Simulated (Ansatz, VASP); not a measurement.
# CoSb2O6: VASP beside Ansatz, part 2 of 2

One calculation is typed for both programs; each brings its own data sets. How far apart do they land? The cell is taken from a series of runs on this material, whose earlier steps may have relaxed, scaled, displaced or heated it; both programs get it as it stands.

VASP 6.6.1 and Ansatz 0.2.0.

So far: Starting point; Ansatz: relaxation of cell and atoms, PBEsol.

**3. VASP: relaxation of cell and atoms, PBEsol**

Level of this step: PBEsol, spin-polarised from a ferromagnetic start; plane waves and PAW (Co, Sb, O) (VASP).

The same cell, functional, mesh and smearing now go to VASP, with its own data sets.

Lines of VASP's logs that name or quote its potential files are left out, and so is its time.

Contents of INCAR:

```
SYSTEM = CoSb2O6
PREC = Accurate
ENCUT = 600
EDIFF = 1E-07
NELM = 200
ISMEAR = 0
SIGMA = 0.1
LREAL = .FALSE.
ALGO = Normal
GGA = PS
NBANDS = 86
ISPIN = 2
MAGMOM = 2.49 2.49 0 0 0 0 0.06 0.06 0.06 0.06 0.06 0.06 0.06 0.06 0.07 0.07 0.07 0.07
LASPH = .TRUE.
LMAXMIX = 4
LORBIT = 11
LWAVE = .FALSE.
LCHARG = .FALSE.
ISIF = 3
IBRION = 2
NSW = 80
EDIFFG = -0.005
GGA_COMPAT = .FALSE.
NELMIN = 4
KPAR = 4
```

Contents of POSCAR:

```
CoSb2O6
1.0
    4.6603530000      0.0000000000      0.0000000000
    0.0000000000      4.6603530000      0.0000000000
    0.0000000000      0.0000000000      9.3625130000
Co Sb O
2 4 12
Direct
    0.0000000000      0.0000000000      0.0000000000
    0.4999998927      0.4999998927      0.4999999466
    0.0000000000      0.0000000000      0.3324235705
    0.4999998927      0.4999998927      0.8324235171
    0.4999998927      0.4999998927      0.1675764829
    0.0000000000      0.0000000000      0.6675764295
    0.3045722073      0.3045722073      0.3309961759
    0.1954276854      0.8045723146      0.8309962293
    0.6954275781      0.6954275781      0.3309961759
    0.8045723146      0.1954276854      0.8309962293
    0.8045723146      0.1954276854      0.1690037707
    0.6954275781      0.6954275781      0.6690038241
    0.1954276854      0.8045723146      0.1690037707
    0.3045722073      0.3045722073      0.6690038241
    0.3052751583      0.3052751583      0.0000000000
    0.1947247344      0.8052752656      0.4999999466
    0.6947246271      0.6947246271      0.0000000000
    0.8052752656      0.1947247344      0.4999999466
```

Contents of KPOINTS:

```
Automatic mesh
0
Gamma
8 8 4
0 0 0
```

PAW data sets: Co, Sb and O (PBE family, release 64).

Run with:

```console
$ mpirun -np 4 vasp_std
```

Numbers of over 12 decimals in the logs are rounded to 6 here.

The log of the run:

```text
[banner, memory and clock lines left out]
running    4 mpi-ranks, on    1 nodes
 distrk:  each k-point on    1 cores,    4 groups
 distr:  one band on    1 cores,    1 groups

 POSCAR found type information on POSCAR CoSbO
 POSCAR found :  3 types and      18 ions
|                                                                             |
|               ----> ADVICE to this user running VASP <----                  |
|                                                                             |
|     You have a (more or less) 'large supercell' and for larger cells it     |
|     might be more efficient to use real-space projection operators.         |
|     Therefore, try LREAL= Auto in the INCAR file.                           |
|     Mind: For very accurate calculation, you might also keep the            |
|     reciprocal projection scheme (i.e. LREAL=.FALSE.).                      |
|                                                                             |

|                                                                             |
|               ----> ADVICE to this user running VASP <----                  |
|                                                                             |
|     You enforced a specific xc type in the INCAR file but a different       |
|     [... a line on the potential file left out ...]
|     I HOPE YOU KNOW WHAT YOU ARE DOING!                                     |
|                                                                             |

 LDA part: xc-table for (Slater+PW92), standard interpolation
 POSCAR, INCAR and KPOINTS ok, starting setup
 FFT: planning ... GRIDC
 FFT: planning ... GRID_SOFT
 FFT: planning ... GRID
 WAVECAR not read
 entering main loop
       N       E                     dE             d eps       ncg     rms          rms(c)
DAV:   1     0.125578102626E+04    0.12558E+04   -0.51355E+04 15480   0.142E+03
DAV:   2     0.332728347594E+02   -0.12225E+04   -0.11006E+04 17316   0.378E+02
DAV:   3    -0.137063319141E+03   -0.17034E+03   -0.16217E+03 18256   0.154E+02
DAV:   4    -0.144533177579E+03   -0.74699E+01   -0.72437E+01 19122   0.337E+01
DAV:   5    -0.144761229655E+03   -0.22805E+00   -0.22679E+00 21194   0.593E+00    0.486E+01
DAV:   6    -0.203260239677E+03   -0.58499E+02   -0.69769E+02 22786   0.128E+02    0.125E+02
DAV:   7    -0.147497431485E+03    0.55763E+02   -0.66124E+01 20504   0.729E+01    0.596E+01
DAV:   8    -0.119501407301E+03    0.27996E+02   -0.61891E+01 20680   0.120E+02    0.159E+01
DAV:   9    -0.120734540346E+03   -0.12331E+01   -0.13128E+01 19320   0.123E+01    0.116E+01
DAV:  10    -0.120454905231E+03    0.27964E+00   -0.99064E-01 22358   0.562E+00    0.713E+00
DAV:  11    -0.120062198669E+03    0.39271E+00   -0.70203E-01 22246   0.644E+00    0.332E+00
DAV:  12    -0.120053457369E+03    0.87413E-02   -0.31182E-01 23702   0.344E+00    0.174E+00
DAV:  13    -0.120048354723E+03    0.51026E-02   -0.36180E-02 19072   0.797E-01    0.969E-01
DAV:  14    -0.120046877047E+03    0.14777E-02   -0.34598E-03 20320   0.275E-01    0.579E-01
DAV:  15    -0.120046838479E+03    0.38568E-04   -0.38842E-04 20978   0.128E-01    0.405E-01
DAV:  16    -0.120046259591E+03    0.57889E-03   -0.59664E-04 23296   0.251E-01    0.224E-01
DAV:  17    -0.120045971005E+03    0.28859E-03   -0.47300E-04 24314   0.167E-01    0.134E-01
DAV:  18    -0.120045833135E+03    0.13787E-03   -0.29777E-04 22544   0.168E-01    0.387E-02
DAV:  19    -0.120045834816E+03   -0.16809E-05   -0.79109E-05 21748   0.388E-02    0.170E-02
DAV:  20    -0.120045833702E+03    0.11141E-05   -0.51063E-06 22508   0.169E-02    0.750E-03
DAV:  21    -0.120045833559E+03    0.14251E-06   -0.98265E-07 19428   0.441E-03    0.288E-03
DAV:  22    -0.120045833463E+03    0.95529E-07   -0.15609E-07 11146   0.291E-03
   1 F= -.12004583E+03 E0= -.12003985E+03  d E =-.120046E+03  mag=     6.1430
[...]
2 F= -.12004729E+03 E0= -.12004126E+03  d E =-.145375E-02  mag=     6.1479
[...]
3 F= -.12004751E+03 E0= -.12004150E+03  d E =-.168054E-02  mag=     6.1466
[...]
4 F= -.12004818E+03 E0= -.12004219E+03  d E =-.665718E-03  mag=     6.1470
[...]
5 F= -.12004818E+03 E0= -.12004219E+03  d E =-.665795E-03  mag=     6.1470
 curvature:  -0.60 expect dE=-0.303E-04 dE for cont linesearch -0.328E-06
 ZBRENT: accuracy reached
 trial: gam= 0.01329 g(F)=  0.345E-04 g(S)=  0.158E-04 ort = 0.314E-04 (trialstep = 0.943E+00)
 search vector abs. value=  0.515E-04
 bond charge predicted
       N       E                     dE             d eps       ncg     rms          rms(c)
DAV:   1    -0.120048206669E+03   -0.26859E-04   -0.84332E-03 15504   0.341E-01    0.359E-02
DAV:   2    -0.120048210928E+03   -0.42589E-05   -0.21223E-04 21468   0.734E-02    0.247E-02
DAV:   3    -0.120048207628E+03    0.32993E-05   -0.21092E-05 22054   0.480E-02    0.212E-02
DAV:   4    -0.120048204716E+03    0.29126E-05   -0.42650E-06 22368   0.199E-02    0.601E-03
DAV:   5    -0.120048204302E+03    0.41308E-06   -0.14338E-06 22826   0.893E-03    0.294E-03
DAV:   6    -0.120048204275E+03    0.27854E-07   -0.39731E-07 13572   0.606E-03
   6 F= -.12004820E+03 E0= -.12004221E+03  d E =-.244745E-04  mag=     6.1470
 trial-energy change:   -0.000024  1 .order   -0.000025   -0.000048   -0.000001
 step:   0.9715(harm=  0.9715)  dis= 0.00039  next Energy=  -120.048204 (dE=-0.246E-04)
 reached required accuracy - stopping structural energy minimisation
```

OUTCAR, selected parts (step 3):

```text
ion  position               nearest neighbor table
   1  0.000  0.000  0.000-  15 2.01  17 2.01  11 2.04  13 2.04   8 2.04  10 2.04   3 3.11   6 3.11

  LATTYP: Found a simple tetragonal cell.
 ALAT       =     4.6603530000
 C/A-ratio  =     2.0089707797

 Subroutine GETGRP returns: Found 16 space group operations
 (whereof  8 operations were pure point group operations)

The static configuration has the point symmetry D_2h.
 The point group associated with its full space group is D_4h.

 Found     45 irreducible k-points:

   k-points           NKPTS =     45   k-points in BZ     NKDIM =     45   number of bands    NBANDS=     86

   dimension x,y,z NGX =    40 NGY =   40 NGZ =   80
   dimension x,y,z NGXF=    80 NGYF=   80 NGZF=  160

   ENCUT  =  600.0 eV  44.10 Ry    6.64 a.u.   9.31  9.31 18.70*2*pi/ulx,y,z

   NELECT =     110.0000    total number of electrons

 k-points in reciprocal lattice and weights: Automatic mesh
   0.00000000  0.00000000  0.00000000       0.004
   0.12500000  0.00000000  0.00000000       0.016
   0.25000000  0.00000000  0.00000000       0.016
   0.37500000  0.00000000  0.00000000       0.016
   0.50000000  0.00000000  0.00000000       0.008
   0.12500000  0.12500000  0.00000000       0.016
   0.25000000  0.12500000  0.00000000       0.031
   0.37500000  0.12500000  0.00000000       0.031
   0.50000000  0.12500000  0.00000000       0.016
[...]
0.50000000  0.37500000  0.50000000       0.016
   0.50000000  0.50000000  0.50000000       0.004

 average (electrostatic) potential at core
       1 -81.3492       2 -81.3491       3 -86.7364       4 -86.7363       5 -86.7364
       6 -86.7363       7 -68.5208       8 -68.5207       9 -68.5207      10 -68.5207
      11 -68.5207      12 -68.5207      13 -68.5207      14 -68.5207      15 -68.5962
      16 -68.5962      17 -68.5962      18 -68.5962

 E-fermi :   7.3749

 spin component 1
 k-point     1 :       0.0000    0.0000    0.0000
  band No.  band energies     occupation
    ...
     55       5.8626      1.00000
     56       6.2212      1.00000
     57       6.6086      1.00000
     58       6.6563      1.00000
     59       6.6563      1.00000
     60       8.7970      0.00000
     61      10.1271      0.00000
     62      11.1263      0.00000
     63      11.3699      0.00000
     64      11.3699      0.00000
    ...

 k-point     2 :       0.1250    0.0000    0.0000
  band No.  band energies     occupation
    ...
     55       6.1109      1.00000
     56       6.3442      1.00000
     57       6.6367      1.00000
     58       6.6483      1.00000
     59       6.9298      1.00000
     60       8.9025      0.00000
     61      10.0981      0.00000
     62      11.0915      0.00000
     63      11.4295      0.00000
     64      11.4331      0.00000
    ...

 k-point     3 :       0.2500    0.0000    0.0000
  band No.  band energies     occupation
    ...
     54       5.7696      1.00000
     55       6.5298      1.00000
     56       6.5533      1.00000
     57       6.5958      1.00000
     58       6.6386      1.00000
     59       7.6782      0.00001
     60       9.2052      0.00000
     61       9.9872      0.00000
     62      10.9589      0.00000
     63      11.5938      0.00000
    ...

 k-point     4 :       0.3750    0.0000    0.0000
  band No.  band energies     occupation
    ...
     54       5.7418      1.00000
     55       6.5730      1.00000
     56       6.6238      1.00000
     57       6.7522      1.00000
     58       6.8611      1.00000
     59       8.4967      0.00000
     60       9.6675      0.00000
     61       9.7192      0.00000
     62      10.6669      0.00000
     63      11.8109      0.00000
    ...

 k-point     5 :       0.5000    0.0000    0.0000
  band No.  band energies     occupation
    ...
     54       5.7019      1.00000
     55       6.5906      1.00000
     56       6.5906      1.00000
     57       6.9097      1.00000
     58       6.9097      1.00000
     59       9.2145      0.00000
     60       9.2145      0.00000
     61      10.2023      0.00000
     62      10.2023      0.00000
     63      11.9392      0.00000
    ...

 k-point     6 :       0.1250    0.1250    0.0000
  band No.  band energies     occupation
    ...
     55       6.0625      1.00000
     56       6.5305      1.00000
     57       6.6009      1.00000
     58       6.6730      1.00000
     59       7.2266      0.98200
     60       8.9895      0.00000
     61      10.0627      0.00000
     62      11.0258      0.00000
     63      11.4174      0.00000
     64      11.5924      0.00000
    ...

  Total        0.0044998      0.0044998      0.0298786      0.0000000      0.0000000      0.0000000
  in kB        0.0354402      0.0354402      0.2353220      0.0000000      0.0000000      0.0000000
  external PRESSURE =       0.1020675 kB  Pullay stress =       0.0000000 kB

  energy-cutoff  :      600.00
  volume of cell :      203.43
      direct lattice vectors                 reciprocal lattice vectors
     4.657957265  0.000000000  0.000000000     0.214686384  0.000000000  0.000000000
    -0.000000000  4.657957265  0.000000000    -0.000000000  0.214686384  0.000000000
     0.000000000  0.000000000  9.376005342     0.000000000  0.000000000  0.106655229

 POSITION                                       TOTAL-FORCE (eV/Angst)
 -----------------------------------------------------------------------------------
      4.65796      4.65796      0.00000         0.000000     -0.000000      0.000000
      2.32898      2.32898      4.68800         0.000000     -0.000000      0.000000
      4.65796      4.65796      3.11900         0.000000     -0.000000     -0.002681
      2.32898      2.32898      7.80700         0.000000     -0.000000     -0.002681
      2.32898      2.32898      1.56901         0.000000     -0.000000      0.002681
      4.65796      4.65796      6.25701         0.000000     -0.000000      0.002681
      1.42025      1.42025      3.10757         0.001759      0.001759      0.000224
      0.90873      3.74923      7.79558        -0.001759      0.001759      0.000224
      3.23771      3.23771      3.10757        -0.001759     -0.001759      0.000224
      3.74923      0.90873      7.79558         0.001759     -0.001759      0.000224
      3.74923      0.90873      1.58043         0.001759     -0.001759     -0.000224
      3.23771      3.23771      6.26843        -0.001759     -0.001759     -0.000224
      0.90873      3.74923      1.58043        -0.001759      0.001759     -0.000224
      1.42025      1.42025      6.26843         0.001759      0.001759     -0.000224
      1.41942      1.41942      0.00000        -0.000760     -0.000760      0.000000
      0.90955      3.74840      4.68800         0.000760     -0.000760      0.000000
      3.23853      3.23853      0.00000         0.000760      0.000760      0.000000
      3.74840      0.90955      4.68800        -0.000760      0.000760      0.000000
 -----------------------------------------------------------------------------------
    total drift:                                0.003347      0.003347      0.001250

  FREE ENERGIE OF THE ION-ELECTRON SYSTEM (eV)
  ---------------------------------------------------
  free  energy   TOTEN  =      -120.0482042746 eV

  energy  without entropy=     -120.0362212865  energy(sigma->0) =     -120.04221278

 reached required accuracy - stopping structural energy minimisation

 total charge
# of ion       s       p       d       tot
------------------------------------------
    1        0.330   0.449   7.104   7.883
    2        0.330   0.449   7.104   7.883
    3        0.961   1.024   0.264   2.249
    4        0.961   1.024   0.264   2.249
    5        0.961   1.024   0.264   2.249
    6        0.961   1.024   0.264   2.249
    7        1.563   3.472   0.000   5.035
    8        1.563   3.472   0.000   5.035
    9        1.563   3.472   0.000   5.035
   10        1.563   3.472   0.000   5.035
   11        1.563   3.472   0.000   5.035
   12        1.563   3.472   0.000   5.035
   13        1.563   3.472   0.000   5.035
   14        1.563   3.472   0.000   5.035
   15        1.567   3.450   0.000   5.016
   16        1.567   3.450   0.000   5.016
   17        1.567   3.450   0.000   5.016
   18        1.567   3.450   0.000   5.016
--------------------------------------------------
tot         23.276  46.569  15.264  85.109

 magnetization (x)
# of ion       s       p       d       tot
------------------------------------------
    1        0.008   0.009   2.569   2.586
    2        0.008   0.009   2.569   2.586
    3       -0.001   0.008   0.003   0.010
    4       -0.001   0.008   0.003   0.010
    5       -0.001   0.008   0.003   0.010
    6       -0.001   0.008   0.003   0.010
    7        0.008   0.051   0.000   0.059
    8        0.008   0.051   0.000   0.059
    9        0.008   0.051   0.000   0.059
   10        0.008   0.051   0.000   0.059
   11        0.008   0.051   0.000   0.059
   12        0.008   0.051   0.000   0.059
   13        0.008   0.051   0.000   0.059
   14        0.008   0.051   0.000   0.059
   15        0.010   0.058   0.000   0.068
   16        0.010   0.058   0.000   0.068
   17        0.010   0.058   0.000   0.068
   18        0.010   0.058   0.000   0.068
--------------------------------------------------
tot          0.116   0.689   5.149   5.954

[... 6 further parts left out ...]
```

The magnetic state follows from one typed start and may not be the lowest. Oxides and halides of Co are often magnetic insulators, and a metal at this level, without U or exact exchange, may be an artefact. The run keeps the 16 symmetry operations of its start, so it cannot find a distortion of lower symmetry.

**4. Side by side**

Known differences besides the potentials themselves: VASP starts from the moments at which Ansatz ended; the data sets hold 166 valence electrons in Ansatz (on its PAW soft_1 files) and 110 in VASP; the cutoff is 420 eV in Ansatz and 600 eV in VASP; Ansatz makes its cores anew for this functional, VASP keeps those of its PBE data sets; Ansatz adds a Pulay correction to the stress that steers its cell, VASP none; site moments are counted in spheres of each program's own size. Total energies have different zeros and are not compared.

Compared:

| quantity | Ansatz | VASP | difference |
| --- | --- | --- | --- |
| volume (Å³) | 203.72 | 203.43 | +0.14 % |
| edge a after relaxation, in the typed setting (Å) | 4.661 | 4.658 | +0.06 % |
| edge c after relaxation, in the typed setting (Å) | 9.378 | 9.376 | +0.02 % |
| total moment (μB) | 6.15 | 6.15 | +0.01 |
| moment on Co1 (μB) | 2.49 | 2.59 | -0.10 |
| moment on Co2 (μB) | 2.49 | 2.59 | -0.10 |
| moment on O16 (μB) | 0.07 | 0.07 | 0.00 |
| moment on O15 (μB) | 0.07 | 0.07 | 0.00 |
| moment on O18 (μB) | 0.07 | 0.07 | 0.00 |
| moment on O17 (μB) | 0.07 | 0.07 | 0.00 |
| moment on O10 (μB) | 0.06 | 0.06 | 0.00 |
| moment on O9 (μB) | 0.06 | 0.06 | 0.00 |

**5. Results**

```yaml
difference_in_volume_relaxation_of_cell_and_atoms_pbesol: 0.14 %
```

**Reading.** The difference in volume is 0.14 % (relaxation of cell and atoms, PBEsol), within the 1.2 % picked in this series as the mark of a large difference, as far as the stopping tolerances let one tell. The data sets hold unlike numbers of valence electrons (166 in Ansatz and 110 in VASP), so part of the differences comes from the potentials. 1 further run of this series is not shown here. How closely two codes agree says nothing of how well the functional describes the real material.

[Lines on the potential files, build, host, timing and source positions are cut from VASP's logs without a mark.]

[Logs are printed without paths, hosts, clocks, repeated set-up lines and the standing remarks that a program may print on its own settings, such as how far it seeks lower states.]

[Hosts, paths, dates, database ids (printed as entryN), source tags and the programs' standing remarks are cut or masked in the printed files.]
